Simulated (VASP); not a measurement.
All values below come from PBEsol GGA, VASP's PBE PAW potentials (set 64) (plane waves; VASP 6.6.1).

VASP input:

### POSCAR
```
NiS2
1
    4.0776600000     0.0000000000     0.0000000000
    0.0000000000     5.2014700000     0.0000000000
   -2.0102860000     0.0000000000     4.8802210000
Ni S
2 4
Direct
  0.7510600000   0.8336000000   0.7494700000
  0.2489400000   0.3336000000   0.2505300000
  0.2674100000   0.9500100000   0.4171200000
  0.7325900000   0.4500100000   0.5828800000
  0.7667000000   0.2164300000   0.9175400000
  0.2333000000   0.7164300000   0.0824600000
```

File KPOINTS:
```
Automatic mesh
0
Gamma
6 5 5
0 0 0
```

### INCAR
```
SYSTEM = NiS2
PREC = Accurate
ENCUT = 300
EDIFF = 1E-6
NELM = 100
ALGO = Normal
LREAL = .FALSE.
LASPH = .TRUE.
ISMEAR = -1
SIGMA = 0.02
GGA = PS
LMAXMIX = 4
LWAVE = .FALSE.
LCHARG = .FALSE.
ISIF = 2
```

POTCAR, in this order: Ni S (PBE.64 set). Program: vasp_std.

At this cut-off the stress carries a Pulay error, which pulls relaxed volumes low.

Problem. Estimate the energy per atom (σ→0), pressure, largest force.

Solution. 
energy per atom (σ→0): -5.288 eV/atom
pressure: -1.78 GPa
largest force: 0.244 eV/Å

OSZICAR:
```
...
DAV:   9    -0.317266478945E+02    0.32212E+00   -0.14250E+00  3268   0.192E+01    0.156E+00
DAV:  10    -0.317311735113E+02   -0.45256E-02   -0.75340E-02  2680   0.155E+00    0.115E+00
DAV:  11    -0.317296238054E+02    0.15497E-02   -0.93514E-03  3216   0.852E-01    0.561E-01
DAV:  12    -0.317284863142E+02    0.11375E-02   -0.46878E-03  3782   0.112E+00    0.199E-01
DAV:  13    -0.317285575082E+02   -0.71194E-04   -0.75811E-04  2860   0.223E-01    0.921E-02
DAV:  14    -0.317285505937E+02    0.69145E-05   -0.60886E-05  3402   0.867E-02    0.268E-02
DAV:  15    -0.317285512287E+02   -0.63501E-06   -0.56014E-06  2668   0.190E-02
   1 F= -.31728551E+02 E0= -.31728454E+02  d E =-.194340E-03
```

The structure comes from a computed database's NiS2 entry; how it stands against other phases isn't given here. The cell was not relaxed at this level. The run is not spin-polarised, so no magnetic state was tried.
